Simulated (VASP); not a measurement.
## Al15CoN16 (a cell with a defect): single point with PBEsol+U

Al15CoN16 (a cell with a defect):

```
CELL_PARAMETERS angstrom
6.22000 0.00000 0.00000
-3.11000 5.38668 0.00000
0.00000 0.00000 9.96000
ATOMIC_POSITIONS crystal
Co 0.33352 0.16638 0.99988
Al 0.33395 0.16702 0.49987
Al 0.33666 0.66852 0.00185
Al 0.33420 0.66721 0.50062
Al 0.83439 0.16807 0.00102
Al 0.83396 0.16710 0.50064
Al 0.83349 0.66870 0.00183
Al 0.83433 0.66744 0.50063
Al 0.16634 0.33310 0.25064
Al 0.16731 0.33436 0.74972
Al 0.16647 0.83173 0.25127
Al 0.16766 0.83507 0.75044
Al 0.66733 0.33350 0.25067
Al 0.66720 0.33433 0.74967
Al 0.66746 0.83405 0.25119
Al 0.66727 0.83434 0.75059
N 0.33273 0.16500 0.19563
N 0.33392 0.16771 0.69084
N 0.33436 0.66658 0.19229
N 0.33424 0.66824 0.69141
N 0.83374 0.16728 0.19156
N 0.83365 0.16713 0.69119
N 0.83350 0.66688 0.19227
N 0.83423 0.66825 0.69140
N 0.16710 0.33394 0.44169
N 0.16663 0.33906 0.93997
N 0.16730 0.83324 0.44187
N 0.16516 0.82846 0.94196
N 0.66776 0.33413 0.44176
N 0.67356 0.33920 0.93978
N 0.66755 0.83396 0.44172
N 0.66857 0.83563 0.94170
```

```json
{
 "Program": "VASP 6.6.1",
 "Task": "single point",
 "Functional": "PBEsol",
 "Potentials or basis": "VASP PAW PBE potentials, release 64 (Co, Al, N)",
 "Cutoff": "450 eV",
 "k mesh": "3 × 3 × 2",
 "Occupations": "gaussian, width 0.03 eV",
 "Spin": "collinear spin, ferromagnetic start",
 "Fixed moment": "4 μB",
 "Hubbard terms": "Co d U = 6 eV"
}
```

```
Largest force                                         : 0.080 eV/Å
Net moment                                            : 4.00 μB per cell
Site moments                                          : Co +3.06; Al +0.00, +0.01; N +0.12, +0.01, -0.00, +0.13, +0.14, +0.00 μB
Valence electrons inside the program's atomic spheres : Co 8.19; Al 0.81, 0.82; N 3.81, 3.84
```

Forces in eV/Å, atoms in the order of the input:
```
Co  -0.001  0.008 -0.037
Al  -0.008 -0.004 -0.006
Al  -0.020 -0.008 -0.011
Al   0.000  0.005  0.009
Al  -0.002  0.014 -0.024
Al  -0.001  0.004 -0.007
Al   0.010 -0.020 -0.012
Al  -0.012  0.000  0.009
Al   0.000  0.016  0.000
Al  -0.004  0.023  0.016
Al  -0.008 -0.006  0.006
Al   0.005 -0.024  0.002
Al   0.011  0.002 -0.012
Al   0.020  0.034  0.021
Al   0.003 -0.002 -0.009
Al   0.011 -0.002  0.012
N   -0.011 -0.041 -0.067
N    0.003 -0.006  0.025
N    0.000 -0.003 -0.007
N    0.011 -0.005 -0.002
N    0.008 -0.018  0.003
N    0.008  0.011  0.001
N   -0.008 -0.009 -0.004
N    0.005  0.002 -0.004
N    0.002  0.004  0.006
N    0.047 -0.004  0.029
N   -0.007 -0.009  0.014
N    0.006  0.055  0.038
N   -0.003  0.000 -0.003
N   -0.049 -0.025  0.009
N   -0.005  0.003  0.004
N   -0.011  0.007  0.002
```

Eigenvalues of the final occupation matrices:
```tsv
site	spin	trace	eigenvalues
site 1 d	1	5.02	0.98 0.99 1.01 1.02 1.02
site 1 d	2	2.08	0.09 0.24 0.36 0.41 0.98
```

Wall time 4.9 min on 4 MPI ranks on Intel(R) Xeon(R) 6975P-C (Granite Rapids) (shared host), peak memory 0.73 GiB a rank.

Caveat: the k mesh is coarse (spacing up to 0.39 Å⁻¹), so the values aren't converged; the PAW data sets were made with another functional, which shifts forces and pressure a little; the total moment is fixed, so each spin has its own Fermi level. The state reached can hang on the start; a lower one may exist.
